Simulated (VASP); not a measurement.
Input:

```
PbTe
1.0
    0.00000     3.20188     3.20188
    3.20188     0.00000     3.20188
    3.20188     3.20188     0.00000
Te Pb
1 1
Direct
  0.50000   0.50000   0.50000
  0.00000   0.00000   0.00000
```

These are PBE GGA with D4 dispersion, VASP's PBE PAW potentials (set 64) (plane waves; VASP) values and carry that method's errors. Numerical set-up: 520 eV cut-off, 7×7×7 Γ-centred mesh, Gaussian smearing of 0.050 eV, potentials Te Pb_d.

Q: Give the stress tensor in GPa (positive for a compressed cell).

A: 
```
1.38  0.00  0.00
0.00  1.38  0.00
0.00  0.00  1.38
```
The pressure is its mean diagonal, 1.38 GPa.

The compound is PbTe in the rock salt structure. This cell is one point of a volume scan, at 0.97 of the reference volume.
